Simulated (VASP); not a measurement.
These are PBE GGA, VASP's PBE PAW potentials (set 64) (plane waves; VASP) values and carry that method's errors.

VASP input:

POSCAR:
```
SbAs
1
    4.2518410000     0.0000000000     0.0000000000
   -2.1259210000     3.6822020000     0.0000000000
    0.0000000000     0.0000000000     5.9260260000
As Sb
2 2
Direct
  0.0000000000   0.0000000000   0.0000000000
  0.0000000000   0.0000000000   0.5000000000
  0.3333330000   0.6666670000   0.2500000000
  0.6666670000   0.3333330000   0.7500000000
```

### KPOINTS
```
Automatic mesh
0
Gamma
6 6 4
0 0 0
```

INCAR:
```
! general
SYSTEM  = SbAs
PREC    = Accurate
ENCUT   = 550
LREAL   = .FALSE.
LASPH   = .TRUE.

! electronic loop
EDIFF   = 1E-6
NELM    = 100
ALGO    = Normal
LMAXMIX = 4

! smearing
ISMEAR  = 0
SIGMA   = 0.05

! functional
GGA     = PE

! ions
ISIF    = 2

! output
LWAVE   = .FALSE.
LCHARG  = .FALSE.
```

POTCAR, in this order: As Sb (PBE.64 set). Program: vasp_std.

The resulting files:

**OSZICAR**
```
       N       E                     dE             d eps       ncg     rms          rms(c)
DAV:   1     0.960493119342E+02    0.96049E+02   -0.79362E+03   588   0.125E+03
DAV:   2    -0.985092730096E+01   -0.10590E+03   -0.10367E+03   738   0.186E+02
DAV:   3    -0.161072440206E+02   -0.62563E+01   -0.61385E+01   738   0.490E+01
DAV:   4    -0.162085127392E+02   -0.10127E+00   -0.98052E-01   692   0.658E+00
DAV:   5    -0.162110537670E+02   -0.25410E-02   -0.24962E-02   768   0.852E-01    0.482E+00
DAV:   6    -0.161219006732E+02    0.89153E-01   -0.28782E-01   698   0.225E+00    0.296E+00
DAV:   7    -0.161167571678E+02    0.51435E-02   -0.30471E-02   690   0.101E+00    0.850E-01
DAV:   8    -0.161155984210E+02    0.11587E-02   -0.29378E-03   690   0.306E-01    0.115E-01
DAV:   9    -0.161156157216E+02   -0.17301E-04   -0.57453E-04   696   0.148E-01    0.709E-02
DAV:  10    -0.161156129594E+02    0.27622E-05   -0.20093E-05   720   0.308E-02    0.342E-02
DAV:  11    -0.161156131195E+02   -0.16017E-06   -0.27258E-05   674   0.277E-02    0.727E-03
DAV:  12    -0.161156126455E+02    0.47400E-06   -0.34484E-06   526   0.111E-02
   1 F= -.16115613E+02 E0= -.16112339E+02  d E =-.654642E-02
```

**OUTCAR**
```
------------------------ aborting loop because EDIFF is reached ----------------------------------------
  FORCE on cell =-STRESS in cart. coord.  units (eV):
  Direction    XX          YY          ZZ          XY          YZ          ZX
  --------------------------------------------------------------------------------------
  Total        3.8534892      3.8534886      8.7691912     -0.0000005     -0.0000000      0.0000000
  in kB       66.5451722     66.5451607    151.4334936     -0.0000090     -0.0000000      0.0000000
  external PRESSURE =      94.8412755 kB  Pullay stress =       0.0000000 kB
  volume of cell :       92.78
      direct lattice vectors                 reciprocal lattice vectors
     4.251841000  0.000000000  0.000000000     0.235192238  0.135788346  0.000000000
    -2.125921000  3.682202000  0.000000000     0.000000000  0.271576627  0.000000000
     0.000000000  0.000000000  5.926026000     0.000000000  0.000000000  0.168747150
 POSITION                                       TOTAL-FORCE (eV/Angst)
 -----------------------------------------------------------------------------------
      0.00000      0.00000      0.00000        -0.000000     -0.000000      0.000000
      0.00000      0.00000      2.96301        -0.000000     -0.000000      0.000000
     -0.00000      2.45480      1.48151         0.000000      0.000000      0.000000
      2.12592      1.22740      4.44452        -0.000000      0.000000     -0.000000
 -----------------------------------------------------------------------------------
    total drift:                                0.000000     -0.000000      0.000000
  FREE ENERGIE OF THE ION-ELECTRON SYSTEM (eV)
  ---------------------------------------------------
  free  energy   TOTEN  =       -16.1156126455 eV

  energy  without entropy=      -16.1090662231  energy(sigma->0) =      -16.11233943
```
(Selected blocks of OUTCAR.)

File OUTCAR:
```
 val. band max:        7.5734973986   @ k =   0.3333   0.0000   0.0000

 cond. band min:       7.6220770330   @ k =   0.1667   0.0000   0.2500


 Fermi energy:         7.6025310718

 k-point     1 :       0.0000    0.0000    0.0000
  band No.  band energies     occupation
      1      -6.8676      2.00000
      2      -3.3126      2.00000
      3      -2.3556      2.00000
      4       1.9104      2.00000
      5       4.2109      2.00000
      6       4.2109      2.00000
      7       5.9997      2.00000
      8       6.4298      2.00000
      9       6.4298      2.00000
     10       7.1224      2.00000
     11       7.1224      2.00000
     12       7.5719      1.61389
     13       8.1913      0.00000
     14      10.6350      0.00000

 k-point     2 :       0.1667    0.0000    0.0000
  band No.  band energies     occupation
      1      -6.6068      2.00000
      2      -3.1195      2.00000
      3      -2.1636      2.00000
      4       0.4363      2.00000
      5       3.6056      2.00000
      6       3.7963      2.00000
      7       5.0993      2.00000
      8       5.7293      2.00000
      9       6.9331      2.00000
     10       7.0298      2.00000
     11       8.0135      0.00000
     12       8.5454      0.00000
     13       9.3330      0.00000
     14       9.6455      0.00000

 k-point     3 :       0.3333    0.0000    0.0000
  band No.  band energies     occupation
      1      -5.8862      2.00000
      2      -2.6544      2.00000
      3      -2.1701      2.00000
      4      -0.9767      2.00000
      5       2.1126      2.00000
      6       2.8758      2.00000
      7       3.3240      2.00000
      8       6.6069      2.00000
      9       6.6094      2.00000
     10       7.2909      2.00000
     11       7.5735      1.58847
     12       7.9234      0.00000
     13      10.4166      0.00000
     14      10.7411      0.00000

 k-point     4 :       0.5000    0.0000    0.0000
  band No.  band energies     occupation
...
```

Unless said otherwise, spin-orbit coupling is left out, though it shifts the bands of the heavy elements here.

The structure was generated: SbAs was put into the NiAs type (P6_3/mmc), which need not be its known phase. The cell was not relaxed at this level. The run is one of a series of settings (ENCUT = 550 against the base run), some of them coarse on purpose.
